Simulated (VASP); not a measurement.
Set up this calculation in VASP 6.6.1, as the native input.

```
Task                   : relaxation of cell and atoms
Functional             : PBE
Potentials or basis    : VASP PAW PBE potentials, release 64 (Ni)
Cutoff                 : 520 eV
k mesh                 : 20 × 20 × 20
Occupations            : gaussian, width 0.1 eV
Spin                   : collinear spin, ferromagnetic start
Starting moments       : [0.8] μB
Hubbard terms          : Ni d U = 2.0 eV
Further INCAR settings : ALGO = Normal; EDIFF = 1e-07; IBRION = 2; EDIFFG = -0.002; NSW = 80; ISIF = 3
```

The structure of Ni lies in POSCAR:

```
Ni
1.0
    0.0000000000      1.7619350000      1.7619350000
    1.7619350000      0.0000000000      1.7619350000
    1.7619350000      1.7619350000      0.0000000000
Ni
1
Direct
    0.0000000000      0.0000000000      0.0000000000
```

One way to write it, as run:

INCAR

```
SYSTEM = Ni
PREC = Accurate
ENCUT = 520
EDIFF = 1E-7
ISMEAR = 0
SIGMA = 0.1
LREAL = .FALSE.
LASPH = .TRUE.
NELM = 120
ALGO = Normal
ISIF = 3
LWAVE = .FALSE.
LCHARG = .FALSE.
ISPIN = 2
MAGMOM = 0.8
LORBIT = 11
LMAXMIX = 4
LDAU = .TRUE.
LDAUTYPE = 2
LDAUL = 2
LDAUU = 2
LDAUJ = 0
LDAUPRINT = 1
GGA = PE
IBRION = 2
NSW = 80
EDIFFG = -0.002
```

KPOINTS

```
Automatic mesh
0
G
  20 20 20
  0 0 0
```

Potentials or basis: VASP PAW PBE potentials, release 64 (Ni).

Launch:

```sh
$ cat potpaw_PBE.64/Ni/POTCAR > POTCAR
$ mpirun -np 1 vasp_std > vasp.out
```

It gave:

```
Relaxed volume                                        : 10.68 Å³/atom
Relaxed cell                                          : a = 2.472 Å, b = 2.472 Å, c = 2.472 Å, α = 60.00°, β = 60.00°, γ = 60.00°
Space group after relaxing (to 0.05 Å)                : Fm-3m (No. 225)
Energy gained by relaxing                             : 3.5 meV/atom
Ionic steps                                           : 3
Pressure after relaxing                               : 0.0 GPa
Band gap on the k mesh                                : none (metal or under the smearing width)
Net moment                                            : 0.67 μB per cell
Site moments                                          : Ni +0.69 μB
Valence electrons inside the program's atomic spheres : Ni 9.39
```

Caveat: the U is typed as a test and isn't derived for this compound.

Wall time 60 s on 1 thread of Intel(R) Xeon(R) 6975P-C (Granite Rapids), with other jobs on the host, peak memory 0.17 GiB.
